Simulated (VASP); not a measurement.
A 63-atom supercell of Si (diamond) holds P on the Si site with a neighbouring Si vacancy in charge state +0. It is relaxed twice, with the total moment held at 1 and at 3 μB. All values below come from PBE GGA, VASP's PBE PAW potentials (set 64) (plane waves; VASP). Run with PREC = Normal, LREAL = Auto, ISYM = 0, EDIFF = 1E-5, 400 eV cut-off, 1×1×1 Γ-centred mesh, Gaussian smearing of 0.050 eV, potentials Si P.

The supercell is sampled at Γ alone, which is coarse: total energies, pressure and levels can be off, energies of defects by several tenths of an eV.

Task: Which spin state lies lower, and by how much?

Result: The state with 1 μB lies lower, by 0.34 eV.

The cell is a supercell with a defect, built from Si (diamond).
